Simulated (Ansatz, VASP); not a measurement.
InWSe3: VASP beside Ansatz

```xyz
5
Lattice="5.0179 0.0000 0.0000 0.0000 5.0179 0.0000 0.0000 0.0000 5.0179" Properties=species:S:1:pos:R:3 pbc="T T T"
In    2.5089    2.5089    2.5089
W     0.0000    0.0000    0.0000
Se    2.5089    0.0000    0.0000
Se    0.0000    2.5089    0.0000
Se    0.0000    0.0000    2.5089
```

Alike in both runs: functional PBE; k mesh 4 × 4 × 4; occupations gaussian, width 0.1 eV; no spin polarisation.

Ansatz relaxed the structure, and its values are those at the end. VASP's run is a single point on that final structure, the one shown.

|  | VASP | Ansatz |
| --- | --- | --- |
| version | VASP 6.6.1 | Ansatz 0.2.0 |
| potentials or method | VASP PAW PBE potentials, release 64 (In_d, W_sv, Se) | scalar-relativistic, plane waves, PAW |
| plane-wave cutoff (eV) | 520 | 420 |
| valence electrons in the cell | 45 | 75 |

```csv
,VASP,Ansatz,Ansatz less VASP
gap on the k mesh at the Fermi level (eV),none,none,-
pressure (GPa),-0.2,-0.3,-0.11
```

A gap of «none» marks a metal or a gap that the smearing closes. The two sets of potentials don't hold the same shells in valence.

Spin-orbit coupling is left out, which matters for the levels of W.
